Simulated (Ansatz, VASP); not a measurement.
# Two plane-wave programs on NaP6

```
Na P
1.0
     5.98911    0.00000    0.00000
    -2.99456    5.18672    0.00000
     0.00000    0.00000    3.00300
Na P
1 6
Cartesian
  0.0000 0.0000 1.5015
  3.9927 0.0000 0.0000
  0.9982 1.7289 0.0000
  -1.9964 3.4578 0.0000
  1.9964 0.0000 0.0000
  -0.9982 1.7289 0.0000
  1.9964 3.4578 0.0000
```

Alike in both runs: task single point; functional PBE; dispersion D3(BJ); k mesh 3 × 3 × 6; occupations gaussian, width 0.1 eV; no spin polarisation.

```csv
,VASP,Ansatz
version,VASP 6.6.1,Ansatz 0.2.0
potentials or method,"VASP PAW PBE potentials, release 64 (Na_pv, P)","scalar-relativistic, plane waves, PAW"
plane-wave cutoff (eV),520,420
valence electrons in the cell,37,39
```

VASP gave:

```
gap on the k mesh at the Fermi level (eV) : none
rms of the force components (eV/Å)        : 0.750
```

Problem. What did Ansatz give for the same quantities?

Solution. gap on the k mesh at the Fermi level (eV): none; rms of the force components (eV/Å): 0.741.

Atom by atom the forces differ by 0.009 eV/Å (rms over components). A gap of «none» marks a metal or a gap that the smearing closes. The two sets of potentials don't hold the same shells in valence.

Caveats: the k mesh is coarse (spacing up to 0.40 Å⁻¹), so the values aren't converged; forces of over 1 eV/Å show positions far from the minimum, so gaps and moduli don't describe the material at rest.
